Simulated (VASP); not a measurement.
All values below come from PBE GGA with D3 dispersion (zero damping), VASP's PBE PAW potentials (set 64) (plane waves; VASP).

A VASP calculation is set up with these files.

### POSCAR
```
TiAl
1
    2.8440250586     0.0000000000     0.0000000000
    0.0000000000     2.8440250586     0.0000000000
    0.0000000000     0.0000000000     4.0995180037
Ti Al
1 1
Direct
  0.0000000000   0.0000000000   0.0000000000
  0.5000000000   0.5000000000   0.5000000000
```

INCAR:
```
# general
SYSTEM   =  TiAl
PREC     =  Accurate
ENCUT    =  520
LREAL    =  .False.
LASPH    =  .True.

# electronic loop
EDIFF    =  1E-7
NELM     =  100
ALGO     =  Normal
LMAXMIX  =  4

# smearing
ISMEAR   =  1
SIGMA    =  0.1

# functional
GGA      =  PE
IVDW     =  11

# ions
IBRION   =  2
NSW      =  30
ISIF     =  4
EDIFFG   =  -0.01

# output
LWAVE    =  .False.
LCHARG   =  .False.
```

### KPOINTS
```
Automatic
0
Gamma
13 13 9
```

POTCAR, in this order: Ti_sv Al (PBE.64 set). Program: vasp_std.

What VASP printed:

### OSZICAR
```
       N       E                     dE             d eps       ncg     rms          rms(c)
DAV:   1     0.874349326506E+02    0.87435E+02   -0.74242E+03  3083   0.137E+03
DAV:   2    -0.801763486208E+01   -0.95453E+02   -0.93065E+02  3098   0.331E+02
DAV:   3    -0.138061550536E+02   -0.57885E+01   -0.55330E+01  4903   0.787E+01
DAV:   4    -0.140075098258E+02   -0.20135E+00   -0.19811E+00  3891   0.126E+01
DAV:   5    -0.140177484867E+02   -0.10239E-01   -0.10233E-01  4588   0.251E+00    0.949E+00
DAV:   6    -0.125734387280E+02    0.14443E+01   -0.13378E+01  3824   0.390E+01    0.351E+00
DAV:   7    -0.123999176728E+02    0.17352E+00   -0.13951E+00  3615   0.124E+01    0.184E+00
DAV:   8    -0.123869461885E+02    0.12971E-01   -0.17504E-01  3486   0.476E+00    0.556E-01
DAV:   9    -0.123843705616E+02    0.25756E-02   -0.34323E-02  3662   0.245E+00    0.247E-01
DAV:  10    -0.123844740901E+02   -0.10353E-03   -0.20962E-03  3807   0.532E-01    0.565E-02
DAV:  11    -0.123844511859E+02    0.22904E-04   -0.52250E-04  3985   0.249E-01    0.466E-02
DAV:  12    -0.123844551641E+02   -0.39782E-05   -0.30560E-05  3610   0.608E-02    0.147E-02
DAV:  13    -0.123844543362E+02    0.82796E-06   -0.17377E-06  4333   0.128E-02    0.833E-03
DAV:  14    -0.123844544226E+02   -0.86444E-07   -0.74918E-07  3443   0.111E-02
   1 F= -.13048761E+02 E0= -.13048642E+02  d E =-.130488E+02
```

### OUTCAR
```
------------------------ aborting loop because EDIFF is reached ----------------------------------------
 Edisp (eV)   -0.66431
  FORCE on cell =-STRESS in cart. coord.  units (eV):
  Direction    XX          YY          ZZ          XY          YZ          ZX
  --------------------------------------------------------------------------------------
  Total      -1.27245    -1.27245    -1.26081     0.00000    -0.00000     0.00000
  in kB     -61.48251   -61.48251   -60.92032     0.00000    -0.00000     0.00000
  external pressure =      -61.30 kB  Pullay stress =        0.00 kB
  volume of cell :       33.16
      direct lattice vectors                 reciprocal lattice vectors
     2.844025059  0.000000000  0.000000000     0.351614342  0.000000000  0.000000000
     0.000000000  2.844025059  0.000000000     0.000000000  0.351614342  0.000000000
     0.000000000  0.000000000  4.099518004     0.000000000  0.000000000  0.243931116
 POSITION                                       TOTAL-FORCE (eV/Angst)
 -----------------------------------------------------------------------------------
      0.00000      0.00000      0.00000         0.000000      0.000000      0.000000
      1.42201      1.42201      2.04976         0.000000      0.000000      0.000000
 -----------------------------------------------------------------------------------
    total drift:                                0.000000      0.000000      0.000000
  FREE ENERGIE OF THE ION-ELECTRON SYSTEM (eV)
  ---------------------------------------------------
  free  energy   TOTEN  =       -13.0487608534 eV

  energy  without entropy=      -13.0484032059  energy(sigma->0) =      -13.04864164

 reached required accuracy - stopping structural energy minimisation
```
(Selected blocks of OUTCAR.)

The compound is TiAl in the L1_0 structure. This cell is one point of a volume scan, at 1.06 of the reference volume. The electron count is odd and the run is not spin-polarised, which forces a metal.
